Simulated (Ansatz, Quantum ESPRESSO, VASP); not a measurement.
Zr2Al (I4/mcm, 6 atoms in the cell) computed with different codes at matched settings

Self-consistent single point, at a second geometry (lattice scaled by 0.98). First geometry:

```
CELL_PARAMETERS angstrom
     -3.40325     3.40325     2.67265
      3.40325    -3.40325     2.67265
      3.40325     3.40325    -2.67265
ATOMIC_POSITIONS crystal
  Zr 0.34860 0.15140 0.50000
  Zr 0.65140 0.84860 0.50000
  Zr 0.15140 0.65140 0.80280
  Zr 0.84860 0.34860 0.19720
  Al 0.25000 0.25000 0.00000
  Al 0.75000 0.75000 0.00000
```

Shared settings, as Ansatz (a program for electronic structure) writes them: kpoints.mp_grid.grid = 5 5 5; scf.occupations.method = gaussian; scf.occupations.width = 0.1 eV. Potentials and cutoffs stand in the table.

```tsv
code	model	ΔF from the first geometry (meV/atom)	pressure (GPa)	largest force (eV/Å)	cutoff
Ansatz	PBEsol, PAW files made with PBE	15.0	5.47	0.078	default
VASP	PBEsol, VASP's PBE PAW potentials (set 64)	17.2	5.13	0.077	300 eV
Quantum ESPRESSO	PBEsol, PseudoDojo standard norm-conserving (PBESOL) pseudopotentials	15.0	5.49	0.072	70 Ry
```

For VASP (by 0.6 GPa) the energy change implies a higher mean pressure, against the two pressures, than for the other programs: a sign of finite-basis (Pulay) stress.

The spread over the programs that give each value: ΔF from the first geometry within 2.2 meV/atom; pressure within 0.36 GPa; largest force within 0.006 eV/Å.

Ansatz's pressure is given at a fixed set of plane waves, as the other plane-wave codes print theirs.

VASP's run is marked for a possible Pulay error in its stress at this cutoff; no cutoff test was made.

The starting cell comes from a database of computed structures (which also holds hypothetical and non-ambient phases and stackings), without a prior relaxation at this level. Its lattice was rescaled by a random factor within 2.5 % of one. For this run, on top of that: lattice scaled by 0.98.

Left out of this page: ABINIT, GPAW, CP2K, Elk, FLEUR and SIESTA (not drawn, or without a comparable value).

Keys are those of Ansatz 0.2.
